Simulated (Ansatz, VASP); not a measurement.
# Cross-check of La2O3 between VASP and Ansatz, part 2 of 3

Aim: how closely do two programs agree when they are given the same cell, functional and k mesh? The cell is taken from a series of runs on this material, whose earlier steps may have relaxed, scaled, displaced or heated it; both programs get it as it stands.

VASP 6.6.1 and Ansatz 0.2.0.

So far: Starting point; VASP: zone-centre phonons, LDA.

### 2. VASP: zone-centre phonons, LDA (continued)

Level of this step: LDA; plane waves and PAW (O, La) (VASP).

Parts of OUTCAR (step 2):

```text
ion  position               nearest neighbor table
   1  0.667  0.333  0.356-   5 2.33   5 2.33   5 2.33   4 2.42
   2  0.333  0.667  0.644-   4 2.33   4 2.33   4 2.33   5 2.42
   3  0.000  0.000  0.000-   4 2.68   5 2.68   4 2.68   5 2.68   4 2.68   5 2.68
   4  0.667  0.333  0.754-   2 2.33   2 2.33   2 2.33   1 2.42   3 2.68   3 2.68   3 2.68
   5  0.333  0.667  0.246-   1 2.33   1 2.33   1 2.33   2 2.42   3 2.68   3 2.68   3 2.68

  LATTYP: Found a hexagonal cell.
 ALAT       =     3.8640665822
 C/A-ratio  =     1.5708164334

 Subroutine GETGRP returns: Found 12 space group operations
 (whereof 12 operations were pure point group operations)

The static configuration has the point symmetry D_3d.

 Found     43 irreducible k-points:

   k-points           NKPTS =     43   k-points in BZ     NKDIM =     43   number of bands    NBANDS=     26

   dimension x,y,z NGX =    32 NGY =   32 NGZ =   48
   dimension x,y,z NGXF=    64 NGYF=   64 NGZF=   96

   ENCUT  =  600.0 eV  44.10 Ry    6.64 a.u.   7.72  7.72 12.12*2*pi/ulx,y,z

   NELECT =      40.0000    total number of electrons

 k-points in reciprocal lattice and weights: Automatic mesh
   0.00000000  0.00000000  0.00000000       0.003
   0.11111111  0.00000000  0.00000000       0.019
   0.22222222  0.00000000  0.00000000       0.019
   0.33333333  0.00000000  0.00000000       0.019
   0.44444444  0.00000000  0.00000000       0.019
   0.11111111  0.11111111  0.00000000       0.019
   0.22222222  0.11111111  0.00000000       0.037
   0.33333333  0.11111111  0.00000000       0.037
   0.44444444  0.11111111  0.00000000       0.019
[...]
0.33333333  0.22222222  0.50000000       0.037
   0.33333333  0.33333333  0.50000000       0.006

 average (electrostatic) potential at core
       1 -67.8800       2 -67.8800       3 -67.4061       4 -94.4740       5 -94.4740

 Eigenvectors and eigenvalues of the dynamical matrix
 ----------------------------------------------------

   1 f  =   13.303952 THz    83.591193 2PiTHz  443.772058 cm-1    55.020698 meV
             X         Y         Z           dx          dy          dz
      1.932033  1.115460  2.158871     0.000000   -0.000000    0.549368
     -0.000000  2.230920  3.910868    -0.000000    0.000000    0.549368
      0.000000  0.000000  0.000000    -0.000000    0.000000   -0.619008
      1.932033  1.115460  4.578971     0.000000   -0.000000   -0.081297
      0.000000  2.230920  1.490768    -0.000000    0.000000   -0.081297

   2 f  =   12.252583 THz    76.985247 2PiTHz  408.702162 cm-1    50.672587 meV
             X         Y         Z           dx          dy          dz
      1.932033  1.115460  2.158871     0.000434    0.698118   -0.000000
     -0.000000  2.230920  3.910868    -0.000434   -0.698118    0.000000
      0.000000  0.000000  0.000000    -0.000000    0.000000   -0.000000
      1.932033  1.115460  4.578971     0.000070    0.112388   -0.000000
      0.000000  2.230920  1.490768    -0.000070   -0.112388    0.000000

   3 f  =   12.252583 THz    76.985247 2PiTHz  408.702162 cm-1    50.672587 meV
             X         Y         Z           dx          dy          dz
      1.932033  1.115460  2.158871     0.698118   -0.000434   -0.000000
     -0.000000  2.230920  3.910868    -0.698118    0.000434    0.000000
      0.000000  0.000000  0.000000    -0.000000    0.000000    0.000000
      1.932033  1.115460  4.578971     0.112388   -0.000070   -0.000000
      0.000000  2.230920  1.490768    -0.112388    0.000070    0.000000

   4 f  =   11.902338 THz    74.784596 2PiTHz  397.019265 cm-1    49.224093 meV
             X         Y         Z           dx          dy          dz
      1.932033  1.115460  2.158871    -0.000000   -0.000000   -0.688146
     -0.000000  2.230920  3.910868     0.000000    0.000000    0.688146
      0.000000  0.000000  0.000000    -0.000000   -0.000000   -0.000000
      1.932033  1.115460  4.578971    -0.000000   -0.000000   -0.162651
      0.000000  2.230920  1.490768    -0.000000   -0.000000    0.162651

   5 f  =   11.177020 THz    70.227291 2PiTHz  372.825272 cm-1    46.224422 meV
             X         Y         Z           dx          dy          dz
      1.932033  1.115460  2.158871     0.000591   -0.655943   -0.000000
     -0.000000  2.230920  3.910868     0.000591   -0.655943    0.000000
      0.000000  0.000000  0.000000    -0.000251    0.279265    0.000000
      1.932033  1.115460  4.578971    -0.000158    0.175341    0.000000
      0.000000  2.230920  1.490768    -0.000158    0.175341    0.000000

   6 f  =   11.177020 THz    70.227291 2PiTHz  372.825272 cm-1    46.224422 meV
             X         Y         Z           dx          dy          dz
      1.932033  1.115460  2.158871    -0.655943   -0.000591   -0.000000
     -0.000000  2.230920  3.910868    -0.655943   -0.000591    0.000000
      0.000000  0.000000  0.000000     0.279265    0.000251   -0.000000
      1.932033  1.115460  4.578971     0.175341    0.000158   -0.000000
      0.000000  2.230920  1.490768     0.175341    0.000158    0.000000

   7 f  =    5.995942 THz    37.673618 2PiTHz  200.003112 cm-1    24.797214 meV
             X         Y         Z           dx          dy          dz
      1.932033  1.115460  2.158871     0.000000    0.000000    0.386248
     -0.000000  2.230920  3.910868     0.000000   -0.000000    0.386248
      0.000000  0.000000  0.000000     0.000000    0.000000    0.753531
      1.932033  1.115460  4.578971    -0.000000   -0.000000   -0.258666
      0.000000  2.230920  1.490768    -0.000000    0.000000   -0.258666

   8 f  =    5.805684 THz    36.478190 2PiTHz  193.656780 cm-1    24.010370 meV
             X         Y         Z           dx          dy          dz
      1.932033  1.115460  2.158871     0.000102    0.142719   -0.000000
     -0.000000  2.230920  3.910868     0.000102    0.142719    0.000000
      0.000000  0.000000  0.000000     0.000670    0.933528   -0.000000
      1.932033  1.115460  4.578971    -0.000150   -0.209509    0.000000
      0.000000  2.230920  1.490768    -0.000150   -0.209509   -0.000000

   9 f  =    5.805684 THz    36.478190 2PiTHz  193.656780 cm-1    24.010370 meV
             X         Y         Z           dx          dy          dz
      1.932033  1.115460  2.158871    -0.142719    0.000102   -0.000000
     -0.000000  2.230920  3.910868    -0.142719    0.000102    0.000000
      0.000000  0.000000  0.000000    -0.933528    0.000670    0.000000
      1.932033  1.115460  4.578971     0.209509   -0.000150    0.000000
      0.000000  2.230920  1.490768     0.209509   -0.000150   -0.000000

  10 f  =    5.800299 THz    36.444354 2PiTHz  193.477151 cm-1    23.988099 meV
             X         Y         Z           dx          dy          dz
      1.932033  1.115460  2.158871     0.000000   -0.000000   -0.162651
     -0.000000  2.230920  3.910868     0.000000   -0.000000    0.162651
      0.000000  0.000000  0.000000     0.000000   -0.000000   -0.000000
      1.932033  1.115460  4.578971    -0.000000    0.000000    0.688146
      0.000000  2.230920  1.490768    -0.000000    0.000000   -0.688146

  11 f  =    3.163685 THz    19.878021 2PiTHz  105.529185 cm-1    13.083946 meV
             X         Y         Z           dx          dy          dz
      1.932033  1.115460  2.158871     0.000225   -0.112388    0.000000
     -0.000000  2.230920  3.910868    -0.000225    0.112388   -0.000000
      0.000000  0.000000  0.000000    -0.000000    0.000000    0.000000
      1.932033  1.115460  4.578971    -0.001395    0.698117   -0.000000
      0.000000  2.230920  1.490768     0.001395   -0.698117    0.000000

  12 f  =    3.163685 THz    19.878021 2PiTHz  105.529185 cm-1    13.083946 meV
             X         Y         Z           dx          dy          dz
      1.932033  1.115460  2.158871     0.112388    0.000225    0.000000
     -0.000000  2.230920  3.910868    -0.112388   -0.000225    0.000000
      0.000000  0.000000  0.000000     0.000000   -0.000000    0.000000
      1.932033  1.115460  4.578971    -0.698117   -0.001395   -0.000000
      0.000000  2.230920  1.490768     0.698117    0.001395   -0.000000

  13 f/i=    0.003047 THz     0.019146 2PiTHz    0.101645 cm-1     0.012602 meV
             X         Y         Z           dx          dy          dz
      1.932033  1.115460  2.158871     0.000000   -0.000000   -0.221376
     -0.000000  2.230920  3.910868     0.000000   -0.000000   -0.221376
      0.000000  0.000000  0.000000     0.000000   -0.000000   -0.221404
      1.932033  1.115460  4.578971     0.000000   -0.000000   -0.653056
      0.000000  2.230920  1.490768     0.000000   -0.000000   -0.653056

  14 f/i=    0.020163 THz     0.126690 2PiTHz    0.672578 cm-1     0.083389 meV
             X         Y         Z           dx          dy          dz
      1.932033  1.115460  2.158871    -0.220577   -0.026757   -0.000000
     -0.000000  2.230920  3.910868    -0.220577   -0.026757   -0.000000
      0.000000  0.000000  0.000000    -0.223167   -0.027071   -0.000000
      1.932033  1.115460  4.578971    -0.647451   -0.078539   -0.000000
      0.000000  2.230920  1.490768    -0.647451   -0.078539   -0.000000

  15 f/i=    0.020163 THz     0.126690 2PiTHz    0.672578 cm-1     0.083389 meV
             X         Y         Z           dx          dy          dz
      1.932033  1.115460  2.158871     0.026757   -0.220577    0.000000
     -0.000000  2.230920  3.910868     0.026757   -0.220577    0.000000
      0.000000  0.000000  0.000000     0.027071   -0.223167    0.000000
      1.932033  1.115460  4.578971     0.078539   -0.647451    0.000000
      0.000000  2.230920  1.490768     0.078539   -0.647451    0.000000

 MACROSCOPIC STATIC DIELECTRIC TENSOR IONIC CONTRIBUTION
 ------------------------------------------------------
          19.802829    -0.000000     0.000000
          -0.000000    19.802829    -0.000000
           0.000000    -0.000000    21.088549
 ------------------------------------------------------

 ELASTIC MODULI CONTR FROM IONIC RELAXATION (kBar)
 Direction    XX          YY          ZZ          XY          YZ          ZX
 --------------------------------------------------------------------------------
 XX        -465.7331    265.5653    -92.4650      0.0000    211.2044     -0.0000
 YY         265.5653   -465.7331    -92.4650     -0.0000   -211.2044      0.0000
 ZZ         -92.4650    -92.4650   -297.7227      0.0000      0.0000     -0.0000
 XY           0.0000     -0.0000      0.0000   -365.6492     -0.0000    218.1634
 YZ         211.2044   -211.2044      0.0000     -0.0000   -148.8822      0.0000
 ZX          -0.0000      0.0000     -0.0000    218.1634      0.0000   -154.9306
 --------------------------------------------------------------------------------

 PIEZOELECTRIC TENSOR IONIC CONTR  for field in x, y, z        (C/m^2)
          XX          YY          ZZ          XY          YZ          ZX
  --------------------------------------------------------------------------------
  x    -0.00000     0.00000    -0.00000     0.00000     0.00000    -0.00000
  y     0.00000    -0.00000    -0.00000     0.00000    -0.00000    -0.00000
  z     0.00000     0.00000    -0.00000    -0.00000     0.00000     0.00000
```

[end of part 2 of 3]

[Lines on the potential files, build, host, timing and source positions are cut from VASP's logs without a mark.]

[Logs are printed without paths, hosts, clocks, repeated set-up lines and the standing remarks that a program may print on its own settings, such as how far it seeks lower states.]

[Hosts, paths, dates, database ids (printed as entryN), source tags and the programs' standing remarks are cut or masked in the printed files.]
